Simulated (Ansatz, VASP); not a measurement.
# K3AlO2 in VASP and in Ansatz

INCAR

```
PREC     = Accurate       # precision mode
ENCUT    = 520            # plane-wave cutoff, eV
EDIFF    = 1E-6           # SCF threshold, eV
ISMEAR   = 0              # smearing method
SIGMA    = 0.1            # smearing width, eV
LREAL    = False          # projectors in reciprocal space
LASPH    = True           # aspherical terms in the spheres
NELM     = 60             # most SCF steps
ALGO     = Normal         # electronic algorithm
ISIF     = 2              # what is computed and relaxed
LWAVE    = False          # write WAVECAR
LCHARG   = True           # write CHGCAR
GGA      = PE             # functional
LELF     = True           # ELF
LVHAR    = True         
NBANDS   = 30             # bands
```

The input KPOINTS:

```
Automatic mesh
0
Gamma
  3 3 3
```

POSCAR

```
K3AlO2
1.0
    3.2952719300      1.9025261400      3.6659058000
   -3.2952719300      1.9025261400      3.6659058000
    0.0000000000     -3.8050522700      3.6659058000
K Al O
3 1 2
Direct
    0.0000000000      0.0000000000      0.5000000000
    0.5000000000      0.0000000000      0.0000000000
    0.0000000000      0.5000000000      0.0000000000
    0.5000000000      0.5000000000      0.5000000000
    0.2756678600      0.2756678600      0.2756678600
    0.7243321400      0.7243321400      0.7243321400
```

Input for Ansatz:

```yaml
crystal:
  lattice:
    - [3.29527193, 1.90252614, 3.6659058]
    - [-3.29527193, 1.90252614, 3.6659058]
    - [0.0, -3.80505227, 3.6659058]
  atoms:
    - { symbol: K, position: [0.0, 0.0, 0.5] }
    - { symbol: K, position: [0.5, 0.0, 0.0] }
    - { symbol: K, position: [0.0, 0.5, 0.0] }
    - { symbol: Al, position: [0.5, 0.5, 0.5] }
    - { symbol: O, position: [0.27566786, 0.27566786, 0.27566786] }
    - { symbol: O, position: [0.72433214, 0.72433214, 0.72433214] }
basis:
  ecutwfc: 420
kpoints:
  mp_grid: { grid: [3, 3, 3] }
hamiltonian:
  xc: pbe
scf:
  occupations: { method: gaussian, width: 0.1 }
  lower_state_search: "off"
output:
  forces: true
  stress: true
  eigenvalues: true
```

Alike in both runs: task single point; functional PBE; k mesh 3 × 3 × 3; occupations gaussian, width 0.1 eV; no spin polarisation.

|  | VASP | Ansatz |
| --- | --- | --- |
| version | VASP 6.6.1 | Ansatz 0.2.0 |
| potentials or method | VASP PAW PBE potentials, release 64 (K_sv, Al, O) | scalar-relativistic, plane waves, PAW |
| plane-wave cutoff (eV) | 520 | 420 |
| valence electrons in the cell | 42 | 42 |

Ansatz gave:

```
gap on the k mesh at the Fermi level (eV)       : 1.03
least direct gap on the mesh (eV)               : 1.07
pressure (GPa)                                  : 8.9
largest component of the traceless stress (GPa) : 13.75
rms of the force components (eV/Å)              : 1.392
```

Question: Estimate VASP's values.

Answer: gap on the k mesh at the Fermi level (eV): 1.02; least direct gap on the mesh (eV): 1.06; pressure (GPa): 9.3; largest component of the traceless stress (GPa): 13.84; rms of the force components (eV/Å): 1.431.

Atom by atom the forces differ by 0.040 eV/Å (rms over components). With one functional, cell and mesh, what is left measures potentials, basis and numerics.

Caveats: an odd mesh through Γ misses points on the zone boundary, where band edges often lie; forces of over 1 eV/Å show positions far from the minimum, so gaps and moduli don't describe the material at rest.
